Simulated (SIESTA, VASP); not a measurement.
An input for SIESTA (LDA PW92, numerical atomic orbitals TZP, PseudoDojo LDA standard norm-conserving potentials (rewritten from UPF to PSML)):

```
# files in the folder: Nb.psml H.psml (PseudoDojo LDA standard)
SystemName  NbH
SystemLabel siesta

NumberOfAtoms                4
NumberOfSpecies              2
%block ChemicalSpeciesLabel
  1 41 Nb
  2 1 H
%endblock ChemicalSpeciesLabel
LatticeConstant              1.0 Ang
%block LatticeVectors
     1.854223000   -2.404687000    0.000000000
     1.854223000    2.404687000    0.000000000
     0.000000000    0.000000000    4.827290000
%endblock LatticeVectors
AtomicCoordinatesFormat      ScaledCartesian
%block AtomicCoordinatesAndAtomicSpecies
     1.854358358   -1.225147147    1.289716724  1
     1.791210940    1.228287668    3.561169070  1
     0.995100295   -0.032754242   -0.000579275  2
     2.776224261    0.029616125   -0.023021346  2
%endblock AtomicCoordinatesAndAtomicSpecies

XC.functional                LDA
XC.authors                   PW92
PAO.BasisSize                TZP
PAO.EnergyShift              0.005 Ry
MeshCutoff                   300 Ry
%block kgrid.MonkhorstPack
   11   0   0  0.0
    0  11   0  0.0
    0   0   7  0.0
%endblock kgrid.MonkhorstPack
OccupationFunction           MP
OccupationMPOrder            0
ElectronicTemperature        0.136 eV

MaxSCFIterations             150
SCF.Mixer.Method             Pulay
SCF.Mixer.Weight             0.25
SCF.Mixer.History            6
SCF.DM.Tolerance             1.0E-04
Diag.ParallelOverK           true
WriteForces                  true
Charge.Mulliken              end
```

Task: Write the VASP files for the same calculation.

Result: One set of files that does it:

**KPOINTS**
```
Automatic mesh
0
Gamma
11 11 7
0 0 0
```

### INCAR
```
ALGO=Normal
EDIFF=1E-6
ENCUT=300
ISIF=2
ISMEAR=0
LASPH=.TRUE.
LCHARG=.FALSE.
LMAXMIX=4
LREAL=.FALSE.
LWAVE=.FALSE.
NELM=100
PREC=Accurate
SIGMA=0.136
SYSTEM=NbH
```

**POSCAR**
```
NbH
3.0365540
  0.6106339621  -0.7919131357   0.0000000000
  0.6106339621   0.7919131357   0.0000000000
  0.0000000000   0.0000000000   1.5897263806
Nb H
2 2
Cartesian
  0.6106785383  -0.4034662801   0.4247303766
  0.5898827881   0.4045005187   1.1727665866
  0.3277070965  -0.0107866488  -0.0001907672
  0.9142680359   0.0097532022  -0.0075814051
```

POTCAR, in this order: Nb_sv H (LDA.64 set). Program: vasp_std.

Both are inputs of real runs that ended normally. What can't carry over is the choice of potentials or basis and its cut-off, and each code's defaults.

VASP's LDA is the Perdew-Zunger fit; the other code's may be Perdew-Wang, which differs slightly.

The structure comes from a computed database's NbH entry (Cmme); how it stands against other phases isn't given here. The cell was not relaxed at this level, atoms are displaced from their ideal sites, and it may have been scaled.
